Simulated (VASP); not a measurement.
Lattice constant a of zinc-blende III-V compounds: r2SCAN against PBE

VASP (plane waves, PAW); cells keep the symmetry of their structure type. Static lattice, each level at its own minimum.

Here x stands for PBE a and y for r2SCAN less PBE.

```csv
solid,PBE a (Å),r2SCAN less PBE (Å),cut-off (eV)
AlN,4.402,?,520
GaN,4.550,-0.043,520
BAs,4.817,-0.030,520
GaP,5.506,-0.056,520
GaAs,5.750,-0.082,520
InP,5.959,-0.054,520
InAs,6.190,-0.079,520
InSb,6.635,-0.077,520
```

Fit y of the 7 rows that show it with a straight line. With u = x - 5.6, the rows have u = -1.0500, -0.7830, -0.0940, 0.1500, 0.3590, 0.5900, 1.0350. Means: u 0.029571, y -0.0601. About the means, the sum of products is -0.071637 and the sum of squares of u is 3.2890; the slope is their ratio. Least squares gives y = -0.0595 - 0.02178·u. Residuals (row less fit): -0.0064, 0.0124, 0.0015, -0.0192, 0.0133, -0.0066, 0.0050; standard error 0.0128 (degrees of freedom: 5). The slope is -0.0218 with a standard error of 0.0070.

Problem. Estimate the missing y (x = 4.402); what did the run itself give?

Solution. u = -1.1980, so y = -0.0595 - 0.02178 × (-1.1980) = -0.0334 Å. The calculation gives -0.033 Å, which the fit meets to the printed digits. The row lies outside the fitted rows, so this is an extrapolation. From the scatter of the fitted rows alone, a prediction at this place has a standard error of 0.0161 Å, so the miss is 0.0 times that.

AlN is here a metastable form; wurtzite is the usual one. GaN is here a metastable form; wurtzite is the usual one. The rows are a random draw from the solids of this series computed here; series whose standard error about the line passes 12 to 30 % of the range of y, or with no trend, aren't shown in this form.
